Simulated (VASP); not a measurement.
VASP input:

### INCAR
```
LASPH = .TRUE.
NELM = 100
ENCUT = 520   # plane-wave cut-off (eV)
IVDW = 12   # D3, Becke-Johnson
ISMEAR = 0   # Gaussian
EDIFF = 1E-7   # SCF stop (eV)
GGA = PE   # PBE
ISIF = 2   # forces and stress, cell fixed
LREAL = .FALSE.
SIGMA = 0.05   # width (eV)
SYSTEM = CdS
LCHARG = .FALSE.
ALGO = Normal   # blocked Davidson
LMAXMIX = 4
PREC = Accurate
LWAVE = .FALSE.
```

### POSCAR
```
CdS
1
    0.0000000000     2.9319969917     2.9319969917
    2.9319969917     0.0000000000     2.9319969917
    2.9319969917     2.9319969917     0.0000000000
Cd S
1 1
Direct
  0.0000000000   0.0000000000   0.0000000000
  0.2500000000   0.2500000000   0.2500000000
```

**KPOINTS**
```
Automatic mesh
0
Gamma
8 8 8
0 0 0
```

POTCAR, in this order: Cd S (PBE.64 set). Program: vasp_std.

Task: Translate this PBE-D3(BJ) calculation to Quantum ESPRESSO's pw.x.

Result: One equivalent input (not run):
```
&CONTROL
  calculation = 'scf'
  pseudo_dir = './pseudo'
  outdir = './out'
  tprnfor = .true.
  tstress = .true.
/
&SYSTEM
  ibrav = 0
  nat = 2
  ntyp = 2
  ecutwfc = 102
  occupations = 'smearing'
  smearing = 'gaussian'
  degauss = 0.003675
  input_dft = 'pbe'
  vdw_corr = 'grimme-d3'
  dftd3_version = 4
  dftd3_threebody = .false.
/
&ELECTRONS
  conv_thr = 7.3e-09
  electron_maxstep = 100
/
ATOMIC_SPECIES
  Cd 112.414 Cd.upf
  S 32.060 S.upf
CELL_PARAMETERS angstrom
     0.0000000    2.9319970    2.9319970
     2.9319970    0.0000000    2.9319970
     2.9319970    2.9319970    0.0000000
ATOMIC_POSITIONS crystal
  Cd   0.0000000  0.0000000  0.0000000
  S    0.2500000  0.2500000  0.2500000
K_POINTS automatic
  8 8 8 0 0 0
```
Limits of the translation: the potentials are each code's own (VASP's PAW set, PseudoDojo norm-conserving files in pw.x), so ENCUT and ecutwfc are chosen apart and not converted; conv_thr bounds pw.x's estimated SCF error, while EDIFF bounds the energy change between steps.

The compound is CdS in the zinc blende structure, a metastable form; wurtzite is the usual one. It was relaxed first.
